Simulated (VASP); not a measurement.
## TiO2 (Rutile) with LDA: from relaxation to properties

Aim: relax TiO2 (Rutile) with LDA, compute its properties on that cell and hold them against experiment. The steps: relaxing cell and atoms (LDA), second relaxation, single point with fields (LDA), bands along the symmetry lines (LDA), density of states (LDA), zone-centre phonons (LDA), optical spectrum (LDA), bands along the symmetry lines (HSE06) and bands along the symmetry lines (TB-mBJ). The start is a cell from a database of measured crystal structures.

Method: LDA; plane waves and PAW (Ti_sv, O), in the first sound run; inputs show where later runs differ, in VASP 6.6.1.

**What experiment says.**

“Strain-stabilized superconductivity” (2020, arxiv:2005.06543) quotes from earlier work for TiO2, rutile (bulk substrate material, quoted from earlier work): lattice constant a 4.594 Å [literature value for the substrate]; lattice constant c 2.959 Å [literature value for the substrate].

For TiO2, rutile (literature experimental value), “Hydrogen related defects in titanium dioxide at the interface to palladium” (2021, arxiv:2112.05953) quotes earlier work: band gap 3.05 eV [Literature gap; measurement temperature and type of gap (optical or fundamental) not …].

“Sensitivity of Anatase and Rutile Phases of TiO2 to ion irradiation: Examination of the applicability of Coulomb Explosion and Thermal Spike Models” (2018, pmc:6079046) reports for TiO2, rutile, by Raman, 785 nm excitation (pristine sintered pellet): Raman mode (Eg) 447 cm⁻¹; Raman mode (A1g) 608 cm⁻¹.

## Step 1: The starting structure

Before any relaxation, the start is as follows. The structure is tetragonal, space group P4_2/mnm (No. 136). The conventional cell has a = 4.592 Å, b = 4.592 Å, c = 2.957 Å, α = 90.00°, β = 90.00°, γ = 90.00°. Nearest to Ti lie 6 O at 1.95 to 1.98 Å. O has 3 Ti at 1.95 to 1.98 Å nearest. Farther neighbours and most contacts between anions are not listed.

## Step 2: Relaxing cell and atoms (LDA)

Properties are meant for the cell that this level of theory prefers, so cell and atoms are relaxed first (ISIF = 3) until forces and stress are small; EDIFFG sets the threshold. LDA, the lowest rung, knows the local density alone.

INCAR

```
SYSTEM = TiO2
PREC = Accurate
ENCUT = 520
EDIFF = 1E-06
NELM = 100
ISMEAR = 0
SIGMA = 0.05
LREAL = .FALSE.
ALGO = Normal
GGA = CA
NBANDS = 30
LASPH = .TRUE.
LORBIT = 11
LWAVE = .FALSE.
LCHARG = .FALSE.
KPAR = 4
IBRION = 2
NSW = 60
ISIF = 3
EDIFFG = -0.01
```

POSCAR

```
TiO2
1.0
    4.5922000000      0.0000000000      0.0000000000
    0.0000000000      4.5922000000      0.0000000000
    0.0000000000      0.0000000000      2.9574000000
Ti O
2 4
Direct
    0.0000000000      0.0000000000      0.0000000000
    0.5000000000      0.5000000000      0.5000000000
    0.3049600000      0.3049600000      0.0000000000
    0.1950400000      0.8049600000      0.5000000000
    0.6950400000      0.6950400000      0.0000000000
    0.8049600000      0.1950400000      0.5000000000
```

KPOINTS

```
Automatic mesh
0
Gamma
5 5 8
0 0 0
```

PAW data sets: Ti_sv and O (LDA family, release 64).

Command:

```console
mpirun -np 4 vasp_std
```

Log:

```text
[banner, memory and clock lines left out]
running    4 mpi-ranks, on    1 nodes
 distrk:  each k-point on    1 cores,    4 groups
 distr:  one band on    1 cores,    1 groups

 POSCAR found type information on POSCAR TiO
 POSCAR found :  2 types and       6 ions
 LDA part: xc-table for (Slater(with rela. corr.)+CA(PZ))
 , standard interpolation
 POSCAR, INCAR and KPOINTS ok, starting setup
 FFT: planning ... GRIDC
 FFT: planning ... GRID_SOFT
 FFT: planning ... GRID
 WAVECAR not read
 entering main loop
       N       E                     dE             d eps       ncg     rms          rms(c)
DAV:   1     0.657518457616E+03    0.65752E+03   -0.24567E+04  1800   0.188E+03
DAV:   2     0.322417854137E+02   -0.62528E+03   -0.59276E+03  1912   0.552E+02
DAV:   3    -0.709894760421E+02   -0.10323E+03   -0.10174E+03  2736   0.203E+02
DAV:   4    -0.756052040267E+02   -0.46157E+01   -0.46105E+01  2436   0.432E+01
DAV:   5    -0.757945627917E+02   -0.18936E+00   -0.18933E+00  2454   0.723E+00    0.309E+01
DAV:   6    -0.595794265120E+02    0.16215E+02   -0.10188E+02  2244   0.964E+01    0.120E+01
DAV:   7    -0.590730995677E+02    0.50633E+00   -0.16072E+01  2176   0.337E+01    0.821E+00
DAV:   8    -0.588721234967E+02    0.20098E+00   -0.34557E+00  2136   0.184E+01    0.378E+00
DAV:   9    -0.587376114710E+02    0.13451E+00   -0.90117E-01  2120   0.878E+00    0.107E+00
DAV:  10    -0.587456936351E+02   -0.80822E-02   -0.85572E-02  2304   0.239E+00    0.420E-01
DAV:  11    -0.587425938976E+02    0.30997E-02   -0.13497E-02  2084   0.771E-01    0.607E-02
DAV:  12    -0.587427401613E+02   -0.14626E-03   -0.11911E-03  2052   0.386E-01    0.134E-01
DAV:  13    -0.587425703868E+02    0.16977E-03   -0.58669E-04  2230   0.255E-01    0.234E-02
DAV:  14    -0.587425699960E+02    0.39083E-06   -0.38916E-05  2294   0.510E-02    0.817E-03
DAV:  15    -0.587425705276E+02   -0.53162E-06   -0.42928E-06  1802   0.191E-02
   1 F= -.58742571E+02 E0= -.58742571E+02  d E =-.587426E+02
 curvature:   0.00 expect dE= 0.000E+00 dE for cont linesearch  0.000E+00
 trial: gam= 0.00000 g(F)=  0.223E-05 g(S)=  0.172E+00 ort = 0.000E+00 (trialstep = 0.100E+01)
 search vector abs. value=  0.172E+00
 bond charge predicted
       N       E                     dE             d eps       ncg     rms          rms(c)
DAV:   1    -0.600244462089E+02   -0.12819E+01   -0.41439E+01  2488   0.673E+01    0.107E+01
DAV:   2    -0.588956931179E+02    0.11288E+01   -0.45294E+00  2264   0.193E+01    0.429E+00
DAV:   3    -0.586589948294E+02    0.23670E+00   -0.15512E+00  2088   0.881E+00    0.983E-01
DAV:   4    -0.586822032740E+02   -0.23208E-01   -0.34469E-01  2210   0.268E+00    0.811E-01
DAV:   5    -0.586867278617E+02   -0.45246E-02   -0.12346E-02  2504   0.961E-01    0.546E-01
DAV:   6    -0.587027863515E+02   -0.16058E-01   -0.28708E-02  2240   0.943E-01    0.314E-01
DAV:   7    -0.587049279771E+02   -0.21416E-02   -0.13007E-02  2636   0.657E-01    0.118E-01
DAV:   8    -0.587052235830E+02   -0.29561E-03   -0.56313E-04  2228   0.217E-01    0.187E-02
DAV:   9    -0.587052733566E+02   -0.49774E-04   -0.25861E-04  2642   0.620E-02    0.660E-03
DAV:  10    -0.587052738062E+02   -0.44960E-06   -0.80065E-06  2074   0.186E-02
   2 F= -.58705274E+02 E0= -.58705274E+02  d E =0.372967E-01
[...]
3 F= -.58779613E+02 E0= -.58779613E+02  d E =-.370427E-01
[...]
4 F= -.58779611E+02 E0= -.58779611E+02  d E =-.370400E-01
[...]
5 F= -.58781623E+02 E0= -.58781623E+02  d E =-.201226E-02
 trial-energy change:   -0.002012  1 .order   -0.002032   -0.003718   -0.000346
 step:   0.9800(harm=  0.9763)  dis= 0.00494  next Energy=   -58.781641 (dE=-0.203E-02)
 bond charge predicted
       N       E                     dE             d eps       ncg     rms          rms(c)
DAV:   1    -0.587816377742E+02   -0.14849E-04   -0.10518E-02  1800   0.642E-01    0.276E-02
DAV:   2    -0.587816428352E+02   -0.50610E-05   -0.20160E-04  1928   0.112E-01    0.170E-02
DAV:   3    -0.587816388466E+02    0.39886E-05   -0.16688E-05  2306   0.283E-02    0.653E-03
DAV:   4    -0.587816387214E+02    0.12521E-06   -0.36958E-06  1646   0.133E-02
   6 F= -.58781639E+02 E0= -.58781639E+02  d E =-.202821E-02
 curvature:  -0.50 expect dE=-0.125E-04 dE for cont linesearch -0.165E-06
 trial: gam= 0.00066 g(F)=  0.382E-07 g(S)=  0.249E-04 ort =-0.377E-04 (trialstep = 0.904E+00)
 search vector abs. value=  0.249E-04
 reached required accuracy - stopping structural energy minimisation
```

Wall time 23 s (4 MPI ranks of Intel Xeon 6975P-C (Granite Rapids), shared host); peak memory 0.72 GiB; 88 s of CPU time.

Lines that name or quote the potential files are left out of all logs, and their timing lines are given in words.

OUTCAR, selected parts (step 2):

```text
ion  position               nearest neighbor table
   1  0.000  0.000  0.000-   4 1.95   6 1.95   4 1.95   6 1.95   5 1.98   3 1.98
   2  0.500  0.500  0.500-   3 1.95   5 1.95   3 1.95   5 1.95   4 1.98   6 1.98
   3  0.305  0.305  0.000-   2 1.95   2 1.95   1 1.98
   4  0.195  0.805  0.500-   1 1.95   1 1.95   2 1.98
   5  0.695  0.695  0.000-   2 1.95   2 1.95   1 1.98
   6  0.805  0.195  0.500-   1 1.95   1 1.95   2 1.98

  LATTYP: Found a simple tetragonal cell.
 ALAT       =     4.5922000000
 C/A-ratio  =     0.6440050520

 Subroutine GETGRP returns: Found 16 space group operations
 (whereof  8 operations were pure point group operations)

The static configuration has the point symmetry D_2h.
 The point group associated with its full space group is D_4h.

 Found     30 irreducible k-points:

   k-points           NKPTS =     30   k-points in BZ     NKDIM =     30   number of bands    NBANDS=     30

   dimension x,y,z NGX =    36 NGY =   36 NGZ =   24
   dimension x,y,z NGXF=    72 NGYF=   72 NGZF=   48

   ENCUT  =  520.0 eV  38.22 Ry    6.18 a.u.   8.54  8.54  5.50*2*pi/ulx,y,z

   NELECT =      48.0000    total number of electrons

 k-points in reciprocal lattice and weights: Automatic mesh
   0.00000000  0.00000000  0.00000000       0.005
   0.20000000  0.00000000  0.00000000       0.020
   0.40000000  0.00000000  0.00000000       0.020
   0.20000000  0.20000000  0.00000000       0.020
   0.40000000  0.20000000  0.00000000       0.040
   0.40000000  0.40000000  0.00000000       0.020
   0.00000000  0.00000000  0.12500000       0.010
   0.20000000  0.00000000  0.12500000       0.040
   0.40000000  0.00000000  0.12500000       0.040
[...]
0.40000000  0.20000000  0.50000000       0.040
   0.40000000  0.40000000  0.50000000       0.020

 average (electrostatic) potential at core
       1 -75.9236       2 -75.9236       3 -70.1964       4 -70.1964       5 -70.1964
       6 -70.1964

 E-fermi :   5.2383

 k-point     1 :       0.0000    0.0000    0.0000
  band No.  band energies     occupation
    ...
     20       2.8609      2.00000
     21       4.1788      2.00000
     22       4.4018      2.00000
     23       4.4018      2.00000
     24       4.8777      2.00000
     25       6.6911      0.00000
     26       6.9717      0.00000
     27       7.2756      0.00000
     28       7.3897      0.00000
     29       7.3897      0.00000
    ...

 k-point     2 :       0.2000    0.0000    0.0000
  band No.  band energies     occupation
    ...
     20       2.8761      2.00000
     21       3.6893      2.00000
     22       3.9142      2.00000
     23       4.1003      2.00000
     24       4.7226      2.00000
     25       6.9143      0.00000
     26       7.2406      0.00000
     27       7.5580      0.00000
     28       7.5765      0.00000
     29       7.6207      0.00000
    ...

 k-point     3 :       0.4000    0.0000    0.0000
  band No.  band energies     occupation
    ...
     20       2.2836      2.00000
     21       3.0212      2.00000
     22       3.4069      2.00000
     23       3.9593      2.00000
     24       4.3027      2.00000
     25       7.2803      0.00000
     26       7.4434      0.00000
     27       7.8790      0.00000
     28       7.9402      0.00000
     29       8.1912      0.00000
    ...

  Total        0.0292030      0.0292030      0.0372639     -0.0000000      0.0000000      0.0000000
  in kB        0.7720536      0.7720536      0.9851654     -0.0000000      0.0000000      0.0000000
  external PRESSURE =       0.8430909 kB  Pullay stress =       0.0000000 kB

  energy-cutoff  :      520.00
  volume of cell :       60.60
      direct lattice vectors                 reciprocal lattice vectors
     4.553877075  0.000000000  0.000000000     0.219593104 -0.000000000  0.000000000
     0.000000000  4.553877075  0.000000000    -0.000000000  0.219593104  0.000000000
     0.000000000  0.000000000  2.922317518     0.000000000  0.000000000  0.342194164

 POSITION                                       TOTAL-FORCE (eV/Angst)
 -----------------------------------------------------------------------------------
      0.00000      0.00000      2.92232         0.000000      0.000000      0.000000
      2.27694      2.27694      1.46116         0.000000      0.000000      0.000000
      1.38376      1.38376      2.92232        -0.000315     -0.000315     -0.000000
      0.89318      3.66070      1.46116         0.000315     -0.000315     -0.000000
      3.17011      3.17011      0.00000         0.000315      0.000315      0.000000
      3.66070      0.89318      1.46116        -0.000315      0.000315      0.000000
 -----------------------------------------------------------------------------------
    total drift:                                0.000000      0.000000      0.000000

  FREE ENERGIE OF THE ION-ELECTRON SYSTEM (eV)
  ---------------------------------------------------
  free  energy   TOTEN  =       -58.7816387214 eV

  energy  without entropy=      -58.7816387214  energy(sigma->0) =      -58.78163872

 reached required accuracy - stopping structural energy minimisation

 total charge
# of ion       s       p       d       tot
------------------------------------------
    1        2.234   6.329   1.780  10.343
    2        2.234   6.329   1.780  10.343
    3        1.562   3.493   0.000   5.055
    4        1.562   3.493   0.000   5.055
    5        1.562   3.493   0.000   5.055
    6        1.562   3.493   0.000   5.055
--------------------------------------------------
tot         10.716  26.630   3.560  40.906

[... 3 further parts left out ...]
```

The gap is read on the k-mesh alone, so it is an upper bound where the band edges lie off the mesh. The run keeps the 16 symmetry operations of its start, so it cannot find a distortion of lower symmetry.

Relaxation path:

```tsv
step	energy less that of the first step (eV)	largest force (eV/Å)	pressure (GPa)	volume (Å³)
1	0.0000	0.0034	-6.74	62.37
2	0.0373	0.3762	10.72	58.50
3	-0.0370	0.1448	-0.06	60.73
4	-0.0370	0.1477	0.03	60.70
5	-0.0391	0.0148	0.05	60.61
6	-0.0391	0.0004	0.08	60.60
```

```tsv
conventional cell, symmetrised	before	after	change
a (Å)	4.592	4.554	-0.8 %
b (Å)	4.592	4.554	-0.8 %
c (Å)	2.957	2.922	-1.2 %
volume (Å³/atom)	10.39	10.10	-2.8 %
```

The relaxed structure:

```xyz
6
Lattice="4.5539 0.0000 0.0000 0.0000 4.5539 0.0000 0.0000 0.0000 2.9223" Properties=species:S:1:pos:R:3 pbc="T T T"
Ti    0.0000    0.0000    0.0000
Ti    2.2769    2.2769    1.4612
O     1.3838    1.3838    0.0000
O     0.8932    3.6607    1.4612
O     3.1701    3.1701    0.0000
O     3.6607    0.8932    1.4612
```

This step gave:

```
electrons                       : 48
bands                           : 30
irreducible k points            : 30
symmetry operations             : 16
free energy (TOTEN)             : -58.7816 eV
Fermi energy                    : 5.238 eV
pressure                        : 0.08431 GPa
metallic                        : no
valence top at k                : 0, 0, 0
conduction bottom at k          : 0, 0, 0
least direct gap at k           : 0, 0, 0
SCF cycles over all ionic steps : 51
gap on the k-mesh               : 1.813 eV
least direct gap on the k-mesh  : 1.813 eV
```

It ends with forces under 0.001 eV/Å and a pressure of 0.08 GPa. The volume lies -2.8 % from that of the database's start, which holds the thermal and zero-point expansion of its experiment.

[end of part 1 of 7]

[Lines on the potential files, build, host, timing and source positions are cut from VASP's logs without a mark.]

[Logs are printed without paths, hosts, clocks, repeated set-up lines and the standing remarks that a program may print on its own settings, such as how far it seeks lower states.]

[Hosts, paths, dates, database ids (printed as entryN), source tags and the programs' standing remarks are cut or masked in the printed files.]

[A measured line is paired with the nearest computed mode of its activity, which favours agreement.]
